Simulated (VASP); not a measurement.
An input for Ansatz (written as the equivalent of a VASP run, and not itself run):

Ansatz 0.2 input:
```yaml
crystal:
  lattice:
    - [4.1304544, 0.0000000, 0.0000000]
    - [0.0000000, 4.1304544, 0.0000000]
    - [0.0000000, 0.0000000, 4.1304544]
  atoms:
    - { symbol: Ba, position: [0.0000000, 0.0000000, 0.0000000] }
    - { symbol: Zr, position: [0.5000000, 0.5000000, 0.5000000] }
    - { symbol: O, position: [0.5000000, 0.0000000, 0.5000000] }
    - { symbol: O, position: [0.0000000, 0.5000000, 0.5000000] }
    - { symbol: O, position: [0.5000000, 0.5000000, 0.0000000] }
kpoints:
  mp_grid: { grid: [5, 5, 5] }
hamiltonian:
  xc: pbe
  dispersion: d4
  pseudopotentials: { kind: paw }
scf:
  occupations: { method: gaussian, width: 0.05 }
  max_iter: 100
output: { forces: true, stress: true, eigenvalues: true }
```

Problem. Translate this input to VASP (INCAR, KPOINTS, POSCAR, choice of POTCAR).

Solution. This is not unique; one that fits is 
File KPOINTS:
```
K-points
0
Gamma
  5 5 5
0 0 0
```

POSCAR:
```
BaZrO3
1
    4.1304543727     0.0000000000     0.0000000000
    0.0000000000     4.1304543727     0.0000000000
    0.0000000000     0.0000000000     4.1304543727
Ba Zr O
1 1 3
Direct
  0.0000000000   0.0000000000   0.0000000000
  0.5000000000   0.5000000000   0.5000000000
  0.5000000000   0.0000000000   0.5000000000
  0.0000000000   0.5000000000   0.5000000000
  0.5000000000   0.5000000000   0.0000000000
```

**INCAR**
```
SYSTEM = BaZrO3
PREC = Accurate
ENCUT = 520
EDIFF = 1E-7
NELM = 100
ALGO = Normal
LREAL = .FALSE.
LASPH = .TRUE.
ISMEAR = 0
SIGMA = 0.05
GGA = PE
IVDW = 13
LMAXMIX = 4
LWAVE = .FALSE.
LCHARG = .FALSE.
ISIF = 2
```

POTCAR, in this order: Ba_sv Zr_sv O (PBE.64 set). Program: vasp_std.

The two are equivalent in intent, not identical: each code has its own PAW files, so the cut-off isn't converted (ENCUT is set for VASP's; basis.ecutwfc is left out, and Ansatz then takes the one that its files recommend); Ansatz stops its SCF on the density residual and VASP on the energy change (EDIFF).

The compound is BaZrO3 in the cubic perovskite structure. This cell is one point of a volume scan, at 0.94 of the reference volume.
